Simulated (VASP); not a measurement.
# CsLiCr2Te2S3 (P6/mmm) in VASP: relaxation of cell and atoms with PBE

Aim: the relaxation of cell and atoms of CsLiCr2Te2S3 with PBE.

Program: VASP 6.6.1. These are calculated values, not measurements. Logs are shortened: lines on timing, memory, paths and dates and some standing lists are left out, and cuts for length are marked.

**1. Starting point**

It takes space group P6/mmm (No. 191, hexagonal). Conventional cell: a = 5.222 Å, b = 5.222 Å, c = 9.770 Å, α = 90.00°, β = 90.00°, γ = 120.00°. Around Cs (site symmetry 6/mmm) lie 6 S at 2.61 Å and 2 Cr at 2.97 Å. Li (site symmetry 6/mmm) is surrounded by 2 Cr at 1.91 Å. Around Cr (site symmetry 6mm) lie 1 Li at 1.91 Å. Te (site symmetry -6m2) is surrounded by 3 Li at 3.01 Å and 3 Te at 3.01 Å. Around S (site symmetry mmm) lie 2 Cs at 2.61 Å and 4 S at 2.61 Å.

The cell was built by a generator and needn't be a form met in nature.

**2. Relaxation of cell and atoms, PBE, collinear spin, ferromagnetic start**

The input, INCAR:

```
PREC = Normal
ENCUT = 520
EDIFF = 1E-4
ISMEAR = 0
SIGMA = 0.15
LREAL = Auto
LASPH = True
NELM = 60
ALGO = Fast
ISIF = 3
LWAVE = False
LCHARG = False
ISPIN = 2
MAGMOM = 0 0 3 3 0 0 0 0 0
LORBIT = 11
LMAXMIX = 4
GGA = PE
IBRION = 2
NSW = 24
EDIFFG = -0.08
KPAR = 2
```

The input, KPOINTS:

```
regular mesh
0
Gamma
  3 3 2
```

The input, POSCAR:

```
CsLiCr2Te2S3
1.0
    5.2221302000      0.0000000000      0.0000000000
   -2.6110651000      4.5224974200      0.0000000000
    0.0000000000      0.0000000000      9.7696532400
Cs Li Cr Te S
1 1 2 2 3
Direct
    0.0000000000      0.0000000000      0.0000000000
    0.0000000000      0.0000000000      0.5000000000
    0.0000000000      0.0000000000      0.3041617900
    0.0000000000      0.0000000000      0.6958382100
    0.3333333300      0.6666666700      0.5000000000
    0.6666666700      0.3333333300      0.5000000000
    0.5000000000      0.0000000000      0.0000000000
    0.0000000000      0.5000000000      0.0000000000
    0.5000000000      0.5000000000      0.0000000000
```

Potentials or basis: VASP PAW PBE potentials, release 64 (Cs_sv, Li_sv, Cr_pv, Te, S).

On the command line:

```
$ cat potpaw_PBE.64/Cs_sv/POTCAR potpaw_PBE.64/Li_sv/POTCAR potpaw_PBE.64/Cr_pv/POTCAR potpaw_PBE.64/Te/POTCAR potpaw_PBE.64/S/POTCAR > POTCAR
$ mpirun -np 2 vasp_std > vasp.out
```

OUTCAR:

```text
PREC = Normal
   ENCUT = 520
   EDIFF = 1E-4
   ISMEAR = 0
   LREAL = Auto
   LASPH = True
   NELM = 60
   ISIF = 3
   ISPIN = 2
   LORBIT = 11
   GGA = PE
   IBRION = 2
   NSW = 24
   EDIFFG = -0.08

 ion  position               nearest neighbor table
   1  0.000  0.000  0.000-   7 2.61   7 2.61   9 2.61   8 2.61   8 2.61   9 2.61   3 2.97   4 2.97

   2  0.000  0.000  0.500-   3 1.91   4 1.91   5 3.01   6 3.01   6 3.01   5 3.01   6 3.01   5 3.01

   3  0.000  0.000  0.304-   2 1.91   1 2.97
   4  0.000  0.000  0.696-   2 1.91   1 2.97
   5  0.333  0.667  0.500-   2 3.01   6 3.01   6 3.01   2 3.01   2 3.01   6 3.01
   6  0.667  0.333  0.500-   2 3.01   5 3.01   5 3.01   2 3.01   2 3.01   5 3.01
   7  0.500  0.000  0.000-   1 2.61   1 2.61   9 2.61   9 2.61   8 2.61   8 2.61
   8  0.000  0.500  0.000-   9 2.61   9 2.61   1 2.61   1 2.61   7 2.61   7 2.61
   9  0.500  0.500  0.000-   8 2.61   8 2.61   1 2.61   7 2.61   7 2.61   1 2.61

  LATTYP: Found a hexagonal cell.
 ALAT       =     5.2221302000
 C/A-ratio  =     1.8708176292

  Lattice vectors:

 A1 = (   5.2221302000,   0.0000000000,   0.0000000000)
 A2 = (  -2.6110651000,   4.5224974200,   0.0000000000)
 A3 = (   0.0000000000,   0.0000000000,   9.7696532400)

Analysis of symmetry for initial positions (statically):
=====================================================================
 Subroutine PRICEL returns:
 Original cell was already a primitive cell.

 Routine SETGRP: Setting up the symmetry group for a
 hexagonal supercell.

 Subroutine GETGRP returns: Found 24 space group operations
 (whereof 24 operations were pure point group operations)
 out of a pool of 24 trial point group operations.

The static configuration has the point symmetry D_6h.

Analysis of symmetry for dynamics (positions and initial velocities):
=====================================================================
 Subroutine PRICEL returns:
 Original cell was already a primitive cell.

 Routine SETGRP: Setting up the symmetry group for a
 hexagonal supercell.

 Subroutine GETGRP returns: Found 24 space group operations
 (whereof 24 operations were pure point group operations)
 out of a pool of 24 trial point group operations.

The dynamic configuration has the point symmetry D_6h.

Analysis of structural, dynamic, and magnetic symmetry:
=====================================================================
 Subroutine PRICEL returns:
 Original cell was already a primitive cell.
[... 153 lines left out ...]
  ---------------------------------------------------
  free energy    TOTEN  =       -27.00725918 eV

  energy without entropy =      -26.90529611  energy(sigma->0) =      -26.95627765

 E-fermi :   4.4917     XC(G=0):  -8.9313

 val. band max:        4.4220135882   @ k =   0.0000   0.0000   0.5000
 cond. band min:       4.5533250770   @ k =   0.3333  -0.0000   0.0000
 fundamental gap:      0.1313114888
 Fermi energy:         4.4916517575

 spin component 1

 k-point     1 :       0.0000    0.0000    0.0000
  band No.  band energies     occupation
      1     -43.2433      1.00000
      2     -39.5181      1.00000
      3     -39.4269      1.00000
      4     -39.2377      1.00000
      5     -39.2377      1.00000
      6     -39.2374      1.00000
[... 574 lines left out ...]
--------------------------------------- Ionic step        2  -------------------------------------------

 number of electron      66.0000027 magnetization       9.5792881

------------------------ aborting loop EDIFF was not reached (unconverged)  ----------------------------

  FORCE on cell =-STRESS in cart. coord.  units (eV):
  Direction    XX          YY          ZZ          XY          YZ          ZX
  --------------------------------------------------------------------------------------
  -------------------------------------------------------------------------------------
  Total       -1.3089345     -1.3089345      4.9602013      0.0000000     -0.0000000      0.0000000
  in kB       -6.9158568     -6.9158568     26.2076084      0.0000000     -0.0000000      0.0000000
  external PRESSURE =       4.1252983 kB  Pullay stress =       0.0000000 kB
[... 67 lines left out ...]
  FREE ENERGIE OF THE ION-ELECTRON SYSTEM (eV)
  ---------------------------------------------------
  free  energy   TOTEN  =       -29.7074301494 eV

  energy  without entropy=      -29.6533135315  energy(sigma->0) =      -29.68037184

[... ionic steps 4 to 8 ...]

--------------------------------------- Ionic step        9  -------------------------------------------

 number of electron      66.0000019 magnetization       9.7550818

------------------------ aborting loop because EDIFF is reached ----------------------------------------
[... 81 lines left out ...]
--------------------------------------- Ionic step       11  -------------------------------------------

 number of electron      66.0000008 magnetization       9.7107271

 Free energy of the ion-electron system (eV)
  ---------------------------------------------------
  ext. energy  EPLUGINS =         0.00000000
  ---------------------------------------------------
  free energy    TOTEN  =       -30.08111627 eV

  energy without entropy =      -30.01547638  energy(sigma->0) =      -30.04829633

 E-fermi :   1.4965     XC(G=0):  -7.4734

 val. band max:        1.4622413147   @ k =   0.0000   0.0000   0.5000
 cond. band min:       1.6124412520   @ k =   0.3333  -0.0000   0.0000
 fundamental gap:      0.1501999373
 Fermi energy:         1.4964888687

 spin component 1

 k-point     1 :       0.0000    0.0000    0.0000
  band No.  band energies     occupation
      1     -45.3576      1.00000
      2     -41.8417      1.00000
      3     -41.8408      1.00000
      4     -41.7293      1.00000
      5     -41.7292      1.00000
      6     -41.7292      1.00000
[... 568 lines left out ...]
  FREE ENERGIE OF THE ION-ELECTRON SYSTEM (eV)
  ---------------------------------------------------
  free  energy   TOTEN  =       -30.0811162725 eV

  energy  without entropy=      -30.0154763842  energy(sigma->0) =      -30.04829633

 reached required accuracy - stopping structural energy minimisation

 total charge

# of ion       s       p       d       tot
------------------------------------------
    1        1.856   4.611   0.230   6.697
    2        2.019   0.048   0.000   2.067
    3        0.195   5.998   4.301  10.494
    4        0.195   5.998   4.301  10.494
    5        1.428   1.792   0.020   3.240
    6        1.428   1.792   0.020   3.240
    7        1.395   2.169   0.000   3.564
    8        1.395   2.169   0.000   3.564
    9        1.395   2.169   0.000   3.564
--------------------------------------------------
tot         11.306  26.747   8.872  46.926

 magnetization (x)

# of ion       s       p       d       tot
------------------------------------------
    1        0.000  -0.068   0.016  -0.052
    2        0.009   0.023   0.000   0.033
    3        0.158   0.012   4.271   4.441
    4        0.158   0.012   4.271   4.441
    5       -0.001  -0.132   0.001  -0.132
    6       -0.001  -0.132   0.001  -0.132
    7       -0.004  -0.114   0.000  -0.119
    8       -0.004  -0.114   0.000  -0.119
    9       -0.004  -0.114   0.000  -0.119
--------------------------------------------------
tot          0.309  -0.628   8.560   8.241
```

Run time: 13 min. Hardware: 2 MPI ranks of Intel Xeon Platinum 8488C (Sapphire Rapids), shared host; peak memory 0.31 GiB.

These settings aren't checked as converged: the numbers below hold their error.

Results:

```
Free energy                                           : -30.0811 eV
Relaxed volume                                        : 36.30 Å³/atom
Relaxed cell                                          : a = 5.731 Å, b = 5.731 Å, c = 11.484 Å, α = 90.00°, β = 90.00°, γ = 120.00°
Space group after relaxing (to 0.05 Å)                : P6/mmm (No. 191)
Energy gained by relaxing                             : 341.5 meV/atom
Ionic steps                                           : 11
Largest force after relaxing                          : 0.072 eV/Å
Band gap on the k mesh                                : none (metal or under the smearing width)
Net moment                                            : 9.71 μB per cell
Site moments                                          : Cs -0.05; Li +0.03; Cr +4.44; Te -0.13; S -0.12 μB
Valence electrons inside the program's atomic spheres : Cs 6.70; Li 2.07; Cr 10.49; Te 3.24; S 3.56
```

Caveat: the k mesh is coarse (spacing up to 0.46 Å⁻¹), so the values aren't converged; the cutoff is under 1.25 times the usual one of these potentials, so pressure, stress and relaxed cells hold a basis-set (Pulay) error; the volume moved by over 15 % at a fixed basis, so the end points are rough; only a ferromagnetic start was run, and an antiferromagnetic order may lie lower in energy; the relaxation stopped at a loose force limit of 0.08 eV/Å, so its end isn't a converged minimum.
